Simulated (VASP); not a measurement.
These are PBEsol GGA, VASP's PBE PAW potentials (set 64) (plane waves; VASP) values and carry that method's errors.

VASP ran on this input.

### INCAR
```
LCHARG  =  .False.
ISMEAR  =  0   # Gaussian
NELM  =  100
LWAVE  =  .False.
LASPH  =  .True.
SYSTEM  =  BN
IBRION  =  2
EDIFFG  =  -0.02
LREAL  =  .False.   # projection in real space or not
PREC  =  Accurate
ALGO  =  Normal
ISIF  =  3   # ions, shape and volume
NSW  =  40   # most ionic steps
ENCUT  =  620
PSTRESS  =  200
GGA  =  PS   # PBEsol
EDIFF  =  1E-6   # SCF stop (eV)
SIGMA  =  0.05
```

POSCAR:
```
BN
1.0
  2.5018849183   0.0000000000   0.0000000000
 -1.2509424591   2.1666956919   0.0000000000
  0.0000000000   0.0000000000   4.1389855441
B N
2 2
direct
  0.3333330000   0.6666670000   0.0003708908
  0.6666670000   0.3333330000   0.5003708908
  0.3333330000   0.6666670000   0.3746291092
  0.6666670000   0.3333330000   0.8746291092
```

**KPOINTS**
```
Automatic mesh
0
Gamma
10 10 6
0 0 0
```

POTCAR, in this order: B N (PBE.64 set). Program: vasp_std.

The run wrote:

### OSZICAR
```
       N       E                     dE             d eps       ncg     rms          rms(c)
DAV:   1     0.606712872464E+02    0.60671E+02   -0.97926E+03  1344   0.150E+03
DAV:   2    -0.357421570541E+02   -0.96413E+02   -0.88765E+02  1832   0.327E+02
DAV:   3    -0.386292266530E+02   -0.28871E+01   -0.28739E+01  1792   0.554E+01
DAV:   4    -0.386454640996E+02   -0.16237E-01   -0.16222E-01  1716   0.436E+00
DAV:   5    -0.386456407010E+02   -0.17660E-03   -0.17656E-03  1720   0.430E-01    0.969E+00
DAV:   6    -0.368114962658E+02    0.18341E+01   -0.43622E+00  1684   0.187E+01    0.476E+00
DAV:   7    -0.366121253008E+02    0.19937E+00   -0.27265E-01  1624   0.558E+00    0.273E+00
DAV:   8    -0.365678981053E+02    0.44227E-01   -0.73018E-02  1528   0.245E+00    0.233E-01
DAV:   9    -0.365668522364E+02    0.10459E-02   -0.27605E-03  1728   0.602E-01    0.129E-01
DAV:  10    -0.365669248980E+02   -0.72662E-04   -0.17012E-04  1636   0.137E-01    0.227E-02
DAV:  11    -0.365669232096E+02    0.16884E-05   -0.36939E-05  1708   0.564E-02    0.115E-02
DAV:  12    -0.365669236421E+02   -0.43252E-06   -0.34952E-06  1664   0.185E-02
   1 F= -.33766146E+02 E0= -.33766146E+02  d E =-.337661E+02
```

### OUTCAR
```
------------------------ aborting loop because EDIFF is reached ----------------------------------------
  FORCE on cell =-STRESS in cart. coord.  units (eV):
  Direction    XX          YY          ZZ          XY          YZ          ZX
  --------------------------------------------------------------------------------------
  Total        2.7824166      2.7824161      2.8142345      0.0000000      0.0000000      0.0000000
  in kB      198.6888879    198.6888503    200.9609660      0.0000000      0.0000000      0.0000000
  external PRESSURE =      -0.5537653 kB  Pullay stress =     200.0000000 kB
  volume of cell :       22.44
      direct lattice vectors                 reciprocal lattice vectors
     2.501884918  0.000000000  0.000000000     0.399698640  0.230766139  0.000000000
    -1.250942459  2.166695692  0.000000000     0.000000000  0.461532279  0.000000000
     0.000000000  0.000000000  4.138985544     0.000000000  0.000000000  0.241605096
  FREE ENERGIE OF THE ION-ELECTRON SYSTEM (eV)
  ---------------------------------------------------
  free  energy   TOTEN  =       -36.5669236421 eV

  energy  without entropy=      -36.5669236421  energy(sigma->0) =      -36.56692364
  enthalpy is  TOTEN    =       -33.7661463812 eV   P V=        2.8007772609

 reached required accuracy - stopping structural energy minimisation
```
(Selected blocks of OUTCAR.)

The structure was generated: BN was put into the wurtzite type (P6_3mc), which need not be its known phase. It was relaxed first under an external pressure of 20 GPa.
